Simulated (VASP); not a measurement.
**Band edges against the vacuum: CH3-terminated Si(111)**

Aim: ionisation energy and electron affinity of CH3-terminated Si(111), from a slab and a bulk run lined up through core potentials.

Main program and level: VASP 6.6.1; PBE; plane waves and PAW (Si), in the first sound run; inputs show where later runs differ.

Experimental background.

For Si, diamond cubic (unstructured n-type silicon wafer, reference for black silicon, 300 K), “Enhanced near-infrared absorber: two-step fabricated structured black silicon and its device application” (2018, pmc:6179974) gives, by absorptance spectroscopy with Tauc analysis: band gap (indirect optical gap from Tauc plot of Kubelka-Munk function) 1.12 eV [Extrapolated Tauc tangent of Kubelka-Munk function at room temperature; phonon-assisted …].

Report form: the programs' logs are mostly left out.

## Step 1: Starting point

The structure is cubic, space group Fd-3m (No. 227). The conventional cell has a = 5.430 Å, b = 5.430 Å, c = 5.430 Å, α = 90.00°, β = 90.00°, γ = 90.00°. Nearest to Si lie 4 Si at 2.35 Å.

## Step 2: Relaxing the bulk crystal

The later steps need the crystal at this functional's own lattice; a raised cutoff keeps the stress reliable while the cell changes.

Input file INCAR:

```
SYSTEM = Si
PREC = Accurate
ENCUT = 440
EDIFF = 1E-06
NELM = 120
ISMEAR = 0
SIGMA = 0.03
LREAL = .FALSE.
ALGO = Normal
GGA = PE
NBANDS = 10
LORBIT = 11
LWAVE = .FALSE.
LCHARG = .FALSE.
KPAR = 4
IBRION = 2
NSW = 40
ISIF = 3
EDIFFG = -0.02
POTIM = 0.4
```

Input file POSCAR:

```
Si
1.0
    0.0000000000      2.7150000000      2.7150000000
    2.7150000000      0.0000000000      2.7150000000
    2.7150000000      2.7150000000      0.0000000000
Si
2
Direct
    0.0000000000      0.0000000000      0.0000000000
    0.2500000000      0.2500000000      0.2500000000
```

Input file KPOINTS:

```
Automatic mesh
0
Gamma
6 6 6
0 0 0
```

PAW data sets: Si (PBE family, release 64).

Launch:

```sh
$ mpirun -np 4 vasp_std
```

It took 8.8 s on 4 MPI ranks of AMD EPYC 7R43, shared host; peak memory 0.46 GiB; 31 s of CPU time.

The run keeps the 48 symmetry operations of its start, so it cannot find a distortion of lower symmetry.

Step by step:

| step | energy less that of the first step (eV) | largest force (eV/Å) | pressure (GPa) | volume (Å³) |
| --- | --- | --- | --- | --- |
| 1 | 0.0000 | 0.0000 | 2.06 | 40.03 |
| 2 | -0.0049 | 0.0000 | -0.67 | 41.23 |
| 3 | -0.0056 | 0.0000 | 0.01 | 40.91 |

| conventional cell, symmetrised | before | after | change |
| --- | --- | --- | --- |
| a (Å) | 5.430 | 5.470 | +0.7 % |
| b (Å) | 5.430 | 5.470 | +0.7 % |
| c (Å) | 5.430 | 5.470 | +0.7 % |
| volume (Å³/atom) | 20.01 | 20.45 | +2.2 % |

The relaxed structure:

```xyz
2
Lattice="0.0000 2.7348 2.7348 2.7348 0.0000 2.7348 2.7348 2.7348 0.0000" Properties=species:S:1:pos:R:3 pbc="T T T"
Si    0.0000    0.0000    0.0000
Si    1.3674    1.3674    1.3674
```

This step gave:

* electronic cycles: 21
* electrons: 8
* free energy (TOTEN): -10.83 eV
* Fermi energy: 5.801 eV

The run ended after 3 ionic steps, 0.006 eV below its first step, once forces and stress met EDIFFG = -0.02.

## Step 3: Band edges of the bulk

A static bulk run at the slab's cutoff gives the band edges and the core potentials that tie them to the slab.

Input file INCAR:

```
SYSTEM = Si
PREC = Normal
ENCUT = 440
EDIFF = 1E-06
NELM = 120
ISMEAR = 0
SIGMA = 0.03
LREAL = .FALSE.
ALGO = Normal
GGA = PE
NBANDS = 10
LORBIT = 11
LWAVE = .FALSE.
LCHARG = .FALSE.
KPAR = 4
```

Input file POSCAR:

```
Si
1.0
    0.0000000000      2.7348421506      2.7348421506
    2.7348421506      0.0000000000      2.7348421506
    2.7348421506      2.7348421506      0.0000000000
Si
2
Direct
    0.0000000000      0.0000000000      0.0000000000
    0.2500000000      0.2500000000      0.2500000000
```

Input file KPOINTS:

```
Automatic mesh
0
Gamma
14 14 14
0 0 0
```

Launch:

```sh
$ mpirun -np 4 vasp_std
```

It took 8.6 s on 4 MPI ranks; peak memory 0.42 GiB; 30 s of CPU time.

The gap is read on the k-mesh alone, so it is an upper bound where the band edges lie off the mesh.

This step gave:

```
electronic cycles              : 11
free energy (TOTEN)            : -10.85 eV
Fermi energy                   : 5.740 eV
metallic                       : no
gap on the k-mesh              : 0.6129 eV
least direct gap on the k-mesh : 2.557 eV
```

## Step 4: Surface relaxation

This step: PBE; plane waves and PAW (Si, H, C) (VASP 6.6.1).

System of this step: CH3-terminated Si(111). The cell holds 15 atoms: 10 Si, 4 H and 1 C. Cell: a = 3.868 Å, b = 3.868 Å, c = 33.131 Å, α = 90.0°, β = 90.0°, γ = 60.0°. It derives from Si. 10 layers of Si at this functional's lattice, CH3 on top and H below. Vacuum lies along c.

All atoms relax at the fixed cell.

Input file INCAR:

```
SYSTEM = Si10H4C
PREC = Normal
ENCUT = 440
EDIFF = 1E-05
NELM = 120
ISMEAR = 0
SIGMA = 0.03
LREAL = Auto
ALGO = Fast
GGA = PE
NBANDS = 39
LORBIT = 11
LWAVE = .FALSE.
LCHARG = .FALSE.
KPAR = 4
IBRION = 2
NSW = 60
ISIF = 2
EDIFFG = -0.03
POTIM = 0.4
MAXMIX = 40
IDIPOL = 3
LDIPOL = .TRUE.
DIPOL = 0.5 0.5 0.543
```

Input file POSCAR:

```
Si10H4C
1.0
    3.8676508603      0.0000000000      0.0000000000
    1.9338254302      3.3494838980      0.0000000000
    0.0000000000      0.0000000000     33.1311757406
Si H C
10 4 1
Direct
    0.3333333300      0.3333333300      0.2858335000
    0.6666666700      0.6666666700      0.3096624500
    0.6666666700      0.6666666700      0.3811492800
    0.0000000000      0.0000000000      0.4049782200
    0.0000000000      0.0000000000      0.4764650500
    0.3333333300      0.3333333300      0.5002940000
    0.3333333300      0.3333333300      0.5717808300
    0.6666666700      0.6666666700      0.5956097700
    0.6666666700      0.6666666700      0.6670966000
    0.0000000000      0.0000000000      0.6909255500
    0.3333333300      0.3333333300      0.2414644200
    0.8462449700      0.3075100600      0.7585355800
    0.8462449700      0.8462449700      0.7585355800
    0.3075100600      0.8462449700      0.7585355800
    0.0000000000      0.0000000000      0.7473678500
```

Input file KPOINTS:

```
Automatic mesh
0
Gamma
9 9 1
0 0 0
```

Potentials, in the order of the species: Si, H and C (PBE family, release 64).

Launch:

```sh
$ mpirun -np 4 vasp_std
```

Elapsed: 5.9 min, on 4 MPI ranks; peak memory 1.3 GiB.

The run keeps the 6 symmetry operations of its start, so it cannot find a distortion of lower symmetry.

Relaxation path:

| step | energy less that of the first step (eV) | largest force (eV/Å) |
| --- | --- | --- |
| 1 | 0.0000 | 0.8722 |
| 2 | -0.0307 | 0.4847 |
| 3 | -0.0327 | 0.3092 |
| 4 | -0.0418 | 0.1641 |
| 5 | -0.0423 | 0.2097 |
| 6 | -0.0478 | 0.1294 |
| 7 | -0.0481 | 0.1323 |
| 8 | -0.0500 | 0.0960 |
| 9 | -0.0505 | 0.1098 |
| 10 | -0.0520 | 0.0647 |
| 11 | -0.0526 | 0.1090 |
| 12 | -0.0534 | 0.0396 |
| 13 | -0.0534 | 0.0469 |
| 14 | -0.0537 | 0.0246 |

The atoms that moved most (Å):

| atom | dx | dy | dz | length |
| --- | --- | --- | --- | --- |
| H12 | 0.000 | -0.009 | 0.050 | 0.051 |
| H13 | 0.008 | 0.005 | 0.050 | 0.051 |
| H14 | -0.008 | 0.005 | 0.050 | 0.051 |
| Si9 | 0.000 | 0.000 | -0.044 | 0.044 |
| Si8 | 0.000 | 0.000 | -0.034 | 0.034 |
| Si10 | 0.000 | 0.000 | -0.033 | 0.033 |
| Si1 | 0.000 | 0.000 | 0.029 | 0.029 |
| Si7 | 0.000 | 0.000 | -0.027 | 0.027 |

Final coordinates:

```
Si H C
1.0
     3.86765    0.00000    0.00000
     1.93383    3.34948    0.00000
     0.00000    0.00000   33.13118
Si H C
10 4 1
Direct
  0.33333 0.33333 0.28670
  0.66667 0.66667 0.30962
  0.66667 0.66667 0.38094
  0.00000 0.00000 0.40465
  0.00000 0.00000 0.47605
  0.33333 0.33333 0.49967
  0.33333 0.33333 0.57096
  0.66667 0.66667 0.59458
  0.66667 0.66667 0.66578
  0.00000 0.00000 0.68992
  0.33333 0.33333 0.24126
  0.84764 0.30472 0.76004
  0.84764 0.84764 0.76004
  0.30472 0.84764 0.76004
  0.00000 0.00000 0.74799
```

This step gave:

- electronic cycles: 95
- electrons: 48
- free energy (TOTEN): -77.5819 eV
- Fermi energy: 0.9365 eV
- dipole moment: 0, 0, -0.06336 e·Å
- gap on the k-mesh: 0.8787 eV
- least direct gap on the k-mesh: 1.549 eV

The run ended after 14 ionic steps, 0.054 eV below its first step, once the forces on the free atoms met EDIFFG = -0.03.

VASP counts the dipole in electrons times Å, so a positive number points the physical dipole along −c.

## Step 5: Potential and states of the slab

A static run writes the electrostatic potential without exchange and correlation (LVHAR), which is flat in the vacuum and gives the level to count from. The dipole correction cancels the field that unlike faces would set up across the vacuum.

Input file INCAR:

```
SYSTEM = Si10H4C
PREC = Normal
ENCUT = 440
EDIFF = 1E-06
NELM = 120
ISMEAR = 0
SIGMA = 0.03
LREAL = Auto
ALGO = Fast
GGA = PE
NBANDS = 39
LORBIT = 11
LWAVE = .FALSE.
LCHARG = .TRUE.
KPAR = 4
IDIPOL = 3
LDIPOL = .TRUE.
DIPOL = 0.5 0.5 0.543
LVHAR = .TRUE.
LVACPOTAV = .TRUE.
NEDOS = 1500
```

Input file POSCAR:

```
Si10H4C
1.0
    3.8676508603      0.0000000000      0.0000000000
    1.9338254302      3.3494838980      0.0000000000
    0.0000000000      0.0000000000     33.1311757406
Si H C
10 4 1
Direct
    0.3333333300      0.3333333300      0.2866967592
    0.6666666700      0.6666666700      0.3096201072
    0.6666666700      0.6666666700      0.3809401839
    0.0000000000      0.0000000000      0.4046515214
    0.0000000000      0.0000000000      0.4760497862
    0.3333333300      0.3333333300      0.4996748157
    0.3333333300      0.3333333300      0.5709600402
    0.6666666700      0.6666666700      0.5945839777
    0.6666666700      0.6666666700      0.6657781926
    0.0000000000      0.0000000000      0.6899166421
    0.3333333300      0.3333333300      0.2412576432
    0.8476390588      0.3047218824      0.7600371993
    0.8476390588      0.8476390588      0.7600371993
    0.3047218824      0.8476390588      0.7600371993
    0.0000000000      0.0000000000      0.7479929928
```

KPOINTS is that of step 4.

Input file KPOINTS_OPT:

```
Line mode
14
Line-mode
Reciprocal
  0.00000000   0.00000000   0.00000000 GAMMA
  0.00000000  -0.50000000   0.00000000 M

  0.00000000  -0.50000000   0.00000000 M
  0.33333333  -0.33333333   0.00000000 K

  0.33333333  -0.33333333   0.00000000 K
  0.00000000   0.00000000   0.00000000 GAMMA
```

Launch:

```sh
$ mpirun -np 4 vasp_std
```

Wall time 3.2 min (4 MPI ranks); peak memory 1.5 GiB; 13 min of CPU time.

Numbers from this step:

```
electronic cycles                                 : 24
Fermi energy                                      : 0.8845 eV
least gap on mesh and path                        : 0.8788 eV
least direct gap on mesh and path                 : 1.549 eV
dipole moment                                     : 0, 0, -0.06343 e·Å
vacuum levels                                     : 4.612, 5.498 eV
ionisation potentials of the upper and lower face : 3.854, 4.740 eV
electron affinities of the upper and lower face   : 2.975, 3.861 eV
```

The electronic bands at the labelled points (eV, zero at the valence-band top; v1 is the highest filled band, c1 the lowest empty one):

| point | v4 | v3 | v2 | v1 | c1 | c2 | c3 | c4 |
| --- | --- | --- | --- | --- | --- | --- | --- | --- |
| Γ | -0.23 | -0.23 | 0.00 | 0.00 | 1.55 | 1.68 | 1.90 | 2.25 |
| 0.54 of the way | -1.49 | -1.07 | -1.06 | -0.76 | 1.28 | 1.55 | 1.94 | 2.26 |
| M | -1.97 | -1.53 | -1.52 | -1.21 | 0.89 | 1.17 | 1.31 | 1.62 |
| 0.54 of the way | -2.63 | -2.48 | -1.95 | -1.62 | 1.55 | 2.56 | 2.65 | 2.72 |
| K | -2.44 | -2.25 | -2.23 | -2.10 | 2.05 | 2.11 | 2.22 | 3.09 |
| 0.46 of the way | -2.05 | -1.97 | -1.72 | -0.90 | 2.26 | 2.33 | 3.00 | 3.14 |
| Γ | -0.23 | -0.23 | 0.00 | 0.00 | 1.55 | 1.68 | 1.90 | 2.25 |

Of the projections kept (Si, H, C), the largest for each band there; the rest of the weight can lie on other orbitals:

| point | v4 | v3 | v2 | v1 | c1 | c2 | c3 | c4 |
| --- | --- | --- | --- | --- | --- | --- | --- | --- |
| Γ | Si 0.98 | Si 0.98 | Si 0.99 | Si 0.99 | Si 0.97 | Si 0.96 | Si 0.95 | Si 0.96 |
| M | Si 0.98 | Si 0.98 | Si 0.93 | Si 0.99 | Si 0.99 | Si 0.99 | Si 0.92 | Si 0.98 |
| K | Si 0.98 | Si 0.98 | Si 0.97 | Si 0.98 | Si 0.91 | Si 0.91 | Si 0.99 | Si 0.83 |
| Γ | Si 0.98 | Si 0.98 | Si 0.99 | Si 0.99 | Si 0.97 | Si 0.96 | Si 0.95 | Si 0.96 |

The planar average of the electrostatic potential oscillates, so the rows of the table below give means over windows of 3.13 Å about each position, cut where the curve ends. Its maxima inside the range that stand out by 2 % of the span (Å: eV): 4.5: 4.61, 11.4: 1.99, 14.6: 2.01, 17.8: 2.01, 20.9: 2.02, 24.0: 1.83. Its minima: 9.8: -13.6, 13.0: -13.2, 16.2: -13.3, 19.3: -13.3, 22.5: -12.9, 25.0: -4.69.

Zero at the Fermi level. Planar average of the electrostatic potential against height; means over each step:

| height (Å) | planar average of the electrostatic potential (eV) |
| --- | --- |
| 1.56 | 4.22 |
| 4.70 | 4.61 |
| 7.83 | 1.69 |
| 10.96 | -5.75 |
| 14.09 | -5.65 |
| 17.22 | -5.69 |
| 20.35 | -5.68 |
| 23.48 | -5.45 |
| 26.61 | 2.41 |
| 29.74 | 3.73 |
| 32.87 | 3.73 |

Density of states in the PAW spheres, an atom over height of the layer and energy from the Fermi level.

Ten even steps from '0' (0.00 states/eV) to '9' (1.12 states/eV), each cell a mean:
```
0000000000000
0000000000000
0000000000000
0000011101000
0111211211100
0111111111100
0222222223100
0233222233200
0122222222100
0222222222210
1111111111110
2321111112330
1111100110000
0000000000000
0000000000010
0000000000093
0110000111172
0111111112131
0122222210121
0010110100120
0000000010210
0100000000100
```
Columns: height of the layer (Å) from 8 to 25.2 (not evenly spaced); rows upwards: energy from the Fermi level (eV) from -7.9 to 0.5.

Valence density in the ca plane at fractional y = 0.305, with atoms of Si and H within 0.2 Å of it. It is the smooth field of the valence electrons, not physical close to the nuclei.

Ten steps, logarithmic in the rise over the least value, from '0' (-0.1 e/Å³) to '9' (1.5 e/Å³), each cell a mean:
```
54445566555556777665679864333333333333333333
54445566555556777666689964433333333333333333
55455666555556777655677754333333333333333333
65556676654455666554455544333333333333333333
76667777654444555444444443333333333333333333
77776567654444444443333333333333333333333333
77776056654444444443333333333333333333333333
77777677654444444444344433333333333333333333
66666777654445555544444443333333333333333333
65555666654455666655566654333333333333333333
```
Columns run along c (16.0 Å, from fractional 0.51 to 1.00 of the cell), rows up along a (3.9 Å). Atoms in or near the plane, at fractional coordinates: Si at (0.57, 0.33), H at (0.76, 0.85).

Electrostatic potential energy in the ca plane at fractional y = 0.305, with atoms of Si and H within 0.2 Å of it. With pseudopotentials it is smooth inside the atoms' cores, unlike the true potential.

Ten even steps from '0' (-33 eV) to '9' (5 eV), each cell a mean:
```
99999998899998877889985689999999999999999999
99999998899998877789973489999999999999999999
99999998999999888899997899999999999999999999
89998788999999999999999999999999999999999999
47874136899999999999999999999999999999999999
06740002799999999999999999999999999999999999
05730001799999999999999999999999999999999999
16860004899999999999999999999999999999999999
78986567999999999999999999999999999999999999
99998888999999888899999999999999999999999999
```
Columns run along c (16.0 Å, from fractional 0.51 to 1.00 of the cell; values clipped at the 3rd and 97th percentile), rows up along a (3.9 Å). Atoms in or near the plane, at fractional coordinates: Si at (0.57, 0.33), H at (0.76, 0.85).

The map of layer states is cut here 0.5 eV above the Fermi level, so it leaves out the states above that.

The vacuum level lies 3.85 eV above the highest filled level at the upper face; the two faces differ by 0.89 eV, the step that the slab's dipole of -0.063 e·Å makes.

VASP counts the dipole in electrons times Å, so a positive number points the physical dipole along −c.

The program found no field-free point at its default tolerance, but its printed level agrees with the flat part of the planar average.

## Step 6: Lining up bulk and slab

This step: band edges against the vacuum, PBE; plane waves and PAW (VASP 6.6.1).

This step runs nothing: it gathers the runs above.

Numbers from this step:

```
ionisation energy : 3.774 eV
offset spread     : 0.003100 eV
bulk gap          : 0.6129 eV
slab gap          : 0.8788 eV
electron affinity : 3.161 eV
```

The averaged core potentials of the four middle atoms lie -4.772 eV from those of the bulk run. The bulk valence top (5.610 eV), moved by that offset, is taken from the upper vacuum level (4.612 eV).

## Step 7: Outcome

| Item | Value |
| --- | --- |
| ionisation energy | 3.77 eV |
| electron affinity | 3.16 eV |

What this shows: The bulk valence-band top lies 3.77 eV below the vacuum of CH3-terminated Si(111), and the conduction-band bottom 3.16 eV. The slab's least gap is 0.88 eV, against 0.61 eV in the bulk. Confinement widens it, surface states can narrow it, and the two gaps need not lie at the same wave vector; the faces' own affinities count to the slab's lowest empty state. The offsets of the four middle atoms spread by 0.00 eV; a shift common to all four would not show in it. The bulk edges are read on a mesh, so a band minimum between its points makes the gap too large and the affinity too small. The methyl groups start eclipsed with the bonds below, and symmetry keeps them from turning. One thickness was run. Semilocal band edges put the valence top too high and the gap too small.

Computed beside measured:

| quantity | measured | PBE |
| --- | --- | --- |
| band gap (gap on the k-mesh) (eV) | 1.12 | 0.61 (-0.51 eV) |

Measured values from pmc:6179974 (2018).

Verdict: The band gap is off by -0.51 eV. Local and semilocal functionals usually give gaps below the measured ones. The computed gap is read on a k-mesh, which can miss the band edges. An optical gap can lie under the band gap by the exciton's binding. Zero-point and thermal motion shift the measured gap.

[Lines on the potential files, build, host, timing and source positions are cut from VASP's logs without a mark.]

[Logs are printed without paths, hosts, clocks, repeated set-up lines and the standing remarks that a program may print on its own settings, such as how far it seeks lower states.]

[Hosts, paths, dates, database ids (printed as entryN), source tags and the programs' standing remarks are cut or masked in the printed files.]

[Runs that stopped without an error message from VASP are left out.]
